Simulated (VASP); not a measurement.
# Fe2O3 (Hematite): what moves the LDA gap besides the functional, part 3 of 3

How far does the LDA gap of Fe2O3 (Hematite) depend on cutoff, mesh and cell? The starting structure is a measured crystal structure from the Crystallography Open Database. Cell and atoms stay as given unless a step says otherwise.

VASP 6.6.1.

Results so far: reference 0.276 eV; cell and atoms relaxed by LDA no gap to read; no band path 0.285 eV; a cutoff of 640 eV 0.276 eV.

### 6. Bands with an 8×8×8 mesh

Level of this step: LDA, spin-polarised from an antiferromagnetic start; plane waves and PAW (Fe, O) (VASP).

Against step 2 the input has an 8×8×8 mesh.

INCAR reads:

```
SYSTEM = Fe2O3
PREC = Accurate
ENCUT = 460
EDIFF = 1E-06
NELM = 100
ISMEAR = 0
SIGMA = 0.03
LREAL = .FALSE.
ALGO = Normal
GGA = CA
NBANDS = 63
ISPIN = 2
MAGMOM = 3 -3 3 -3 0 0 0 0 0 0
LMAXMIX = 4
LORBIT = 11
LWAVE = .FALSE.
LCHARG = .FALSE.
KPAR = 8
```

POSCAR reads:

```
Fe2O3
1.0
    2.5190000000      1.4543453281      4.5906666667
   -2.5190000000      1.4543453281      4.5906666667
    0.0000000000     -2.9086906562      4.5906666667
Fe O
4 6
Direct
    0.3553000000      0.3553000000      0.3553000000
    0.1447000000      0.1447000000      0.1447000000
    0.6447000000      0.6447000000      0.6447000000
    0.8553000000      0.8553000000      0.8553000000
    0.5559000000      0.2500000000      0.9441000000
    0.2500000000      0.9441000000      0.5559000000
    0.9441000000      0.5559000000      0.2500000000
    0.4441000000      0.7500000000      0.0559000000
    0.7500000000      0.0559000000      0.4441000000
    0.0559000000      0.4441000000      0.7500000000
```

KPOINTS reads:

```
Automatic mesh
0
Gamma
8 8 8
0 0 0
```

KPOINTS_OPT reads:

```
Line mode
8
Line-mode
Reciprocal
  0.00000000   0.00000000   0.00000000 GAMMA
  0.50000000   0.00000000   0.00000000 L

  0.50000000   0.00000000   0.00000000 L
  0.50000000   0.23357686  -0.23357686 B1

  0.76642314   0.50000000   0.23357686 B
  0.50000000   0.50000000   0.50000000 Z

  0.50000000   0.50000000   0.50000000 Z
  0.00000000   0.00000000   0.00000000 GAMMA

  0.00000000   0.00000000   0.00000000 GAMMA
  0.36678843   0.00000000  -0.36678843 X

  0.63321157   0.36678843   0.00000000 Q
  0.50000000   0.50000000   0.00000000 F

  0.50000000   0.50000000   0.00000000 F
  0.63321157   0.63321157   0.23357686 P1

  0.63321157   0.63321157   0.23357686 P1
  0.50000000   0.50000000   0.50000000 Z

  0.50000000   0.00000000   0.00000000 L
  0.76642314   0.36678843   0.36678843 P
```

Potentials, in the order of the species: Fe and O (LDA family, release 64).

On the command line:

```console
$ mpirun -np 8 vasp_std
```

The log of the run:

```text
[... set-up lines as in an earlier step ...]
 entering main loop
       N       E                     dE             d eps       ncg     rms          rms(c)
DAV:   1     0.733686522619E+03    0.73369E+03   -0.26243E+04 16388   0.118E+03
DAV:   2     0.114093035098E+02   -0.72228E+03   -0.64048E+03 16594   0.341E+02
DAV:   3    -0.979105005758E+02   -0.10932E+03   -0.99929E+02 18243   0.147E+02
DAV:   4    -0.102981684549E+03   -0.50712E+01   -0.49918E+01 19771   0.356E+01
[...]
DAV:  17    -0.831893166231E+02    0.12697E-04   -0.19177E-05 25375   0.348E-02    0.139E-02
DAV:  18    -0.831893145323E+02    0.20908E-05   -0.54213E-06 18395   0.114E-02    0.445E-03
DAV:  19    -0.831893143848E+02    0.14751E-06   -0.79129E-07 10369   0.897E-03
   1 F= -.83189314E+02 E0= -.83189314E+02  d E =-.337037E-10  mag=     0.0000
 Start KPOINTS_OPT (optional k-point list driver)
k-point batch [1-65\72]
       N       E                     dE             ncg
DAV:   1     0.387447619904E+05   -0.49712E+05    16404
DAV:   2    -0.360645671896E+04   -0.42351E+05    16555
DAV:   3    -0.101541510307E+05   -0.65477E+04    18036
DAV:   4    -0.104886754430E+05   -0.33452E+03    19843
[...]
DAV:   8    -0.104935025653E+05   -0.96974E-04    19725
DAV:   9    -0.104935025685E+05   -0.31641E-05    12158
DAV:  10    -0.104935025690E+05   -0.52554E-06    10985
k-point batch [66-72\72]
       N       E                     dE             ncg
DAV:   1     0.881937255471E+05   -0.76594E+04     1764
DAV:   2     0.836178404663E+05   -0.45759E+04     1771
DAV:   3     0.828993115003E+05   -0.71853E+03     1906
DAV:   4     0.828612831425E+05   -0.38028E+02     2208
DAV:   5     0.828607299789E+05   -0.55316E+00     2060
DAV:   6     0.828607196467E+05   -0.10332E-01     2113
DAV:   7     0.828607193522E+05   -0.29444E-03     2116
DAV:   8     0.828607193418E+05   -0.10373E-04     2098
DAV:   9     0.828607193415E+05   -0.33400E-06     1380
```

Elapsed: 5.9 min, on 8 MPI ranks of Intel Xeon Platinum 8488C (Sapphire Rapids), shared host; peak memory 7 GiB.

From OUTCAR (step 6):

```text
  Total      -13.7739470    -13.7739470    -11.0314481     -0.0000000      0.0000000      0.0000000
  in kB     -218.6987363   -218.6987363   -175.1541330     -0.0000000      0.0000000      0.0000000
  external PRESSURE =    -204.1838685 kB  Pullay stress =       0.0000000 kB

 POSITION                                       TOTAL-FORCE (eV/Angst)
 -----------------------------------------------------------------------------------
      0.00000      0.00000      4.89319         0.000000      0.000000      0.061727
      0.00000      0.00000      1.99281         0.000000      0.000000     -0.061727
      0.00000      0.00000      8.87881         0.000000      0.000000     -0.061727
      0.00000      0.00000     11.77919         0.000000      0.000000      0.061727
      0.77056     -1.57404      8.03367         0.104801      0.181521      0.000000
     -1.74844      0.11969      8.03367         0.104801     -0.181521      0.000000
      0.97788      1.45435      8.03367        -0.209603      0.000000     -0.000000
     -0.77056      1.57404      5.73833        -0.104801     -0.181521      0.000000
      1.74844     -0.11969      5.73833        -0.104801      0.181521      0.000000
     -0.97788     -1.45435      5.73833         0.209603      0.000000      0.000000
 -----------------------------------------------------------------------------------
    total drift:                               -0.000000      0.000000     -0.000000

  FREE ENERGIE OF THE ION-ELECTRON SYSTEM (eV)
  ---------------------------------------------------
  free  energy   TOTEN  =       -83.1893143848 eV

  energy  without entropy=      -83.1893143848  energy(sigma->0) =      -83.18931438

 magnetization (x)
# of ion       s       p       d       tot
------------------------------------------
    1        0.005   0.010   3.247   3.262
    2       -0.005  -0.010  -3.247  -3.262
    3        0.005   0.010   3.247   3.262
    4       -0.005  -0.010  -3.247  -3.262
    5        0.000   0.000   0.000   0.000
    6        0.000   0.000   0.000   0.000
    7        0.000   0.000   0.000   0.000
    8        0.000   0.000   0.000   0.000
    9        0.000   0.000   0.000   0.000
   10        0.000   0.000   0.000   0.000
--------------------------------------------------
tot          0.000   0.000  -0.000  -0.000

[... 1 part as in an earlier step ...]

[... 2 further parts left out ...]
[key lines of the parts left out:]
E-fermi :   3.9735
```

With an 8×8×8 mesh the gap is 0.245 eV, -0.030 eV from the reference.

### 7. All runs side by side

```csv
run,gap (eV),change (eV),core minutes
reference,0.276,-,32.8
cell and atoms relaxed by LDA,none,-,21.9
no band path,0.285,0.01,13.9
a cutoff of 640 eV,0.276,0.0,57.3
an 8×8×8 mesh,0.245,-0.03,47.5
```

Core minutes are wall time times ranks of the run shown, on a shared host.

### 8. What came out

```yaml
reference_gap: 0.276 eV
gap_with_cell_and_atoms_relaxed_by_lda: none to read from the occupations
gap_with_no_band_path: 0.285 eV
gap_with_a_cutoff_of_640_ev: 0.276 eV
gap_with_an_8x8x8_mesh: 0.245 eV
```

What this shows: Among the runs that read a gap along the path, the one with an 8×8×8 mesh moves it most, by -0.030 eV. On finer settings it changes by +0.000 eV with a cutoff of 640 eV and -0.030 eV with an 8×8×8 mesh. With cell and atoms relaxed by LDA there is no gap to read, since by its occupations the run counts as a metal (its levels may still leave one). The functional's own error isn't tested here. Further runs on this material are not shown.

[Lines on the potential files, build, host, timing and source positions are cut from VASP's logs without a mark.]

[Logs are printed without paths, hosts, clocks, repeated set-up lines and the standing remarks that a program may print on its own settings, such as how far it seeks lower states.]

[Hosts, paths, dates, database ids (printed as entryN), source tags and the programs' standing remarks are cut or masked in the printed files.]
